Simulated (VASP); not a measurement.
Consider the following.

```xyz
2
Lattice="0.0000 3.0770 3.0770 3.0770 0.0000 3.0770 3.0770 3.0770 0.0000" Properties=species:S:1:pos:R:3 pbc="T T T"
Ga     0.0000     0.0000     0.0000
Sb     1.5385     1.5385     1.5385
```

Computed with PW91 GGA, VASP's PBE PAW potentials (set 64) (plane waves; VASP). Settings: 520 eV cut-off, 10×10×10 Γ-centred mesh, first-order Methfessel-Paxton smearing of 0.10 eV, potentials Ga_d Sb.

Unless said otherwise, spin-orbit coupling is left out, though it shifts the bands of the heavy elements here.

**Question.** Estimate the energy per atom (σ→0), pressure, band gap (on the k-mesh) with the smallest direct gap where there is one.

**Answer.** 
- band gap (on the k-mesh) = none (metal, semimetal or under 0.01 eV)
- energy per atom (σ→0) = -3709 meV/atom
- pressure = 1.42 GPa

The absolute energy has meaning only against runs of the same code, potentials and settings.

The compound is GaSb in the zinc blende structure. This cell is one point of a volume scan, at 0.97 of the reference volume.
